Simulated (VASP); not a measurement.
The system is Ba.

```
Ba
1.0
    -2.51250    2.51250    2.51250
     2.51250   -2.51250    2.51250
     2.51250    2.51250   -2.51250
Ba
1
Cartesian
  0.0000 0.0000 0.0000
```

```yaml
Program: VASP 6.6.1
Task: relaxation of cell and atoms
Functional: PBEsol
Potentials_or_basis: VASP PAW PBE potentials, release 64 (Ba_sv)
Cutoff: 580 eV
k_mesh: 12 × 12 × 12
Occupations: gaussian, width 0.1 eV
Spin: no spin polarisation
```

At the start: pressure -0.7 GPa; volume 63.44 Å³/atom.

Where does the relaxation end?

Over 3 steps the energy falls by 10.7 meV/atom and the volume is 58.53 Å³/atom (-7.7 %); space group Im-3m (No. 229, to 0.05 Å).

Step by step:
| step | energy change (eV) | largest force (eV/Å) | pressure (GPa) | volume (Å³) |
| --- | --- | --- | --- | --- |
| 1 | 0.0000 | 0.0000 | -0.66 | 63.44 |
| 2 | -0.0077 | 0.0000 | -0.37 | 61.07 |
| 3 | -0.0107 | 0.0000 | -0.01 | 58.53 |

Final structure:
```xyz
1
Lattice="-2.4459 2.4459 2.4459 2.4459 -2.4459 2.4459 2.4459 2.4459 -2.4459" Properties=species:S:1:pos:R:3 pbc="T T T"
Ba    0.0000    0.0000    0.0000
```

Caveat: the PAW data sets were made with another functional, which shifts forces and pressure a little.
